**Q:** I have zinc-blende CdSe that will end up slightly expanded, equally in all directions. Which way does the gap move, and by how much?

**A:** It shrinks, by about 20 meV for each percent of added volume. One percent of volume is only a third of a percent in bond length, so the gap is a sensitive gauge of the bond. The calculations below use a standard gradient-corrected functional and change the size of the cell, with the same functional, cutoff and k mesh in every row.

Zinc-blende CdSe at several volumes, the cell scaled equally in all directions, calculated with VASP 6.6.1 using PBE and PAW potentials, without spin-orbit coupling. The plane-wave cutoff is 520 eV, and the gaps are taken between Kohn-Sham levels at the points of an 8×8×8 k mesh.

```csv
volume (Å³/atom),shortest distance (Å),gap on mesh (eV),direct gap on mesh (eV)
27.206,2.605,0.679,0.679
27.784,2.623,0.634,0.634
28.363,2.641,0.592,0.592
28.942,2.659,0.550,0.550
29.521,2.677,0.508,0.508
30.679,2.711,0.428,0.428
```

The gap on the mesh is the energy from the highest filled to the lowest empty level among the sampled crystal momenta. The direct gap compares the two at the same momentum. They agree in every row, so the same kind of gap is followed throughout. From the most compressed cell, at 27.206 Å³ per atom, to the most expanded, at 30.679, it drops from 0.679 to 0.428 eV.

**Q:** I learned that squeezing atoms together broadens the bands and closes gaps. Why does squeezing open this one?

**A:** Because of the kind of orbital at each edge. In zinc-blende CdSe the lowest empty state is an antibonding combination of cadmium s and selenium s orbitals. Its wave function changes sign between neighbours, and pushing them together raises its energy. The highest filled state is built mainly from selenium p orbitals, with a bonding admixture of cadmium p, which lowers it as the bond shortens. Shorter bonds therefore drive the two edges apart, and longer bonds let them approach.

There is a counterforce. The filled cadmium 4d shell lies below the selenium p levels and pushes the valence top upwards, more strongly at short distance. That works against the opening of the gap, but the computed trend shows which side wins. The rule to carry over is to ask what the edges are made of: an antibonding s state above a p-like valence top favours a gap that narrows on expansion.

**Q:** Can I see in your results that the conduction edge does most of the moving?

**A:** No, that part rests on theory. The printed conduction edge falls by 1.17 eV across the series and the valence edge by 0.92 eV, which looks like an answer. But each cell has its own zero of potential, and a shift of that zero moves both edges together. Only their difference, a loss of 0.25 eV, can be compared from row to row.

**Q:** Then take the simplest bond picture. Couplings between neighbouring orbitals fall off roughly as one over the distance squared. Does that give the right loss?

**A:** It gives the right direction and about a fifth of the size. Suppose that the whole gap $E_g$ were one such coupling. With $d$ the shortest distance and $V$ the volume per atom, $d$ grows as $V^{1/3}$, so

$$E_g \propto d^{-2} \propto V^{-2/3}.$$

Start from the most compressed row and predict the most expanded one:

$$\Delta E_g = 0.679\ \text{eV}\times\left[1-\left(\frac{27.206}{30.679}\right)^{2/3}\right] \approx 0.05\ \text{eV}.$$

The computed loss is 0.25 eV. The estimate has no adjustable constant, so the miss is a fault of the picture itself.

**Q:** What is wrong with it?

**A:** It treats the gap as if it were the bond splitting. Each edge is set by atomic levels and couplings of several electronvolts, and the gap is the small amount left after they have largely offset one another. A modest percentage change in one large term becomes a large percentage change in a small remainder. This explains how a bond that stretches by 4% can cost the gap 37% of its value. The table does not separate the terms, so this reading is an argument from band theory, though the failed estimate is what it would lead us to expect.

**Q:** The last step down the table looks irregular. The gap drops by 80 meV there, after steps of a little over 40.

**A:** The volume step is twice as wide there: 1.158 Å³ per atom instead of 0.579. Divide each drop by the relative change of volume and the irregularity disappears. The slope is close to −2.1 eV per unit of $\ln V$ in every interval, which is the 20 meV per percent that I began with. That evenness is a result of these calculations, not something that any smooth quantity must show: the stiffness of the crystal, which comes up below, changes a good deal over the same range.

The row just before the wide step gives a second check. Its gap, at 29.521 Å³ per atom, lies within 1 meV of a straight line in $\ln V$ between its neighbours.

**Q:** In my laboratory I control pressure, not volume. Is the response just as even?

**A:** No, and the reason is mechanical. The gap responds to volume, while the volume responds less and less to pressure as the crystal stiffens. The stiffness, meaning the pressure needed per unit of relative volume change, is about 43 GPa between the two most expanded cells and 65 GPa between the two most compressed. Dividing the nearly constant 2.1 eV by these values gives about 48 and 33 meV per GPa. The same gigapascal therefore buys less gap in a crystal that is already compressed.

The compressed end also needs a caution. Real CdSe changes to the rocksalt structure at roughly 3 GPa, and the computed pressures of the two smallest cells lie above that. They show what zinc blende would do if it were held in place.

**Q:** Which gap should I write down for the unstrained crystal?

**A:** Within this calculation, about 0.48 eV, at the interpolated zero-pressure volume of 29.9 Å³ per atom. That point lies between the last two rows. The measured gap is far larger, roughly 1.7 eV. Functionals of this type make such gaps much too small. PBE also makes the cell too large: the measured volume is near 28 Å³ per atom, where the table gives a gap of about 0.6 eV, so the volume accounts for only a small part of the shortfall. Spin-orbit coupling, which is left out here, would lower the computed value by roughly 0.1 eV.

Carry the strain response away in meV and not in percent. A percentage is taken relative to the gap, and here the gap is far too small, so the percentage is exaggerated. The output that follows lists the slopes for each interval, in volume and in pressure.

Numerical output:

```
Steps from the row before:
     row  volume step (A3/atom)  gap step (meV)  gap slope per unit ln V (eV)  gap slope with pressure (meV/GPa)  stiffness -dP/dlnV (GPa)
  27.784                  0.578           -44.2                        -2.102                              32.55                     64.59
  28.363                  0.579           -42.8                        -2.075                              34.72                     59.77
  28.942                  0.579           -41.7                        -2.064                              37.51                     55.01
  29.521                  0.579           -41.6                          -2.1                              42.42                     49.51
  30.679                  1.158           -79.9                        -2.077                              47.82                     43.42
Total fall of the gap, first to last row (eV): 0.2502
Total fall of the gap (percent of first row): 36.88
Rise of the volume (percent): 12.77
Rise of the bond length (percent): 4.069
Overall gap slope per unit ln V (eV): -2.083
Gap change for 1 percent more volume, from the overall slope (meV): -20.83
Fall of the printed conduction edge, zero of potential not common (eV): 1.174
Fall of the printed valence edge, zero of potential not common (eV): 0.9239
Fall expected if the whole gap went as 1/d^2 (eV): 0.05222
Computed fall over that expected fall (ratio): 4.791
Gap of row 29.521 less the line in ln V between its neighbours (meV): -0.3081
Volume at zero pressure, interpolated (A3/atom): 29.93
Gap at zero pressure, interpolated (eV): 0.4803
```
